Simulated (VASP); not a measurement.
Cost and result of VASP (PAW) for the bulk modulus of CuZn (CsCl type). Static lattice, third-order Birch-Murnaghan fit over five volumes. The cost counts the five points of the equation of state, each on the mesh and cut-off of its row, so the ratios hold those differences too. With PBE it took about 3 core-minutes. Costs are core time on shared hosts, one run each; read them as rough ratios.

Measured: 116 GPa (as given by Niraj K. Nepal et al., Physical Review B (2020), arXiv:2007.11150).

```csv
level,k-mesh,cut-off (eV),bulk modulus (GPa),error (%),cost over PBE
LDA,13×13×13,520,151,+30.1,within a factor of 2
PBE,12×12×12,520,113,-2.5,reference
PBEsol,12×12×12,520,134,+15.7,within a factor of 2
r2SCAN,12×12×12,520,131,+12.8,about 5 times
```

Within 3 % of the measurement lie PBE; PBE stands at the low end of their costs.

Left out are levels that failed, ran on another kind of processor or have no fit band path; at most nine are shown.

The compound is CuZn in the CsCl type structure.
